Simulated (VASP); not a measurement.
Data:

```xyz
3
Lattice="4.0370 0.0000 0.0000 -2.0185 3.4962 0.0000 0.0000 0.0000 3.9079" Properties=species:S:1:pos:R:3 pbc="T T T"
Er     2.0185     3.4962     0.0000
Si     0.0000     2.3308     1.9539
Si     2.0185     1.1654     1.9539
```

Computed with r2SCAN meta-GGA, VASP's PBE PAW potentials (set 64) (plane waves; VASP). Settings: 400 eV cut-off, 10×10×9 Γ-centred mesh, tetrahedra with Blöchl corrections, potentials Er_3 Si.

The 4f electrons are frozen in the core of the lanthanide potential, so 4f levels, which can set the real gap, and their magnetism are missing.

Predict the energy per atom (σ→0), band gap (over mesh and band path) with the smallest direct gap where there is one.

```json
{
 "band gap (over mesh and band path)": "none (metal, semimetal or under 0.01 eV)",
 "energy per atom (σ→0)": "-17.669 eV/atom"
}
```

The absolute energy has meaning only against runs of the same code, potentials and settings.

The structure was generated: ErSi2 was put into the AlB2 type (P6/mmm), which need not be its known phase. It was relaxed first, which changed the volume by -18 %. The electron count is odd and the run is not spin-polarised, which forces a metal.
